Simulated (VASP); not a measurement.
Given:

```
CELL_PARAMETERS angstrom
      0.00000     2.16226     2.16226
      2.16226     0.00000     2.16226
      2.16226     2.16226     0.00000
ATOMIC_POSITIONS crystal
  Be 0.75000 0.75000 0.75000
  Be 0.25000 0.25000 0.25000
  C  0.00000 0.00000 0.00000
```

Method: PBE GGA, VASP's PBE PAW potentials (set 64) (plane waves; VASP). Numerical set-up: 400 eV cut-off, 9×9×9 Γ-centred mesh shifted by (0.5, 0.5, 0.5), Fermi-Dirac smearing of 0.010 eV, potentials Be C.

Problem. Predict the energy per atom (σ→0).

Solution. 
```json
{
 "energy per atom (σ→0)": "-5.819 eV/atom"
}
```

Only differences to runs with the same potentials and settings are physical.

The structure comes from a computed database's Be2C entry; how it stands against other phases isn't given here. The cell was not relaxed at this level.
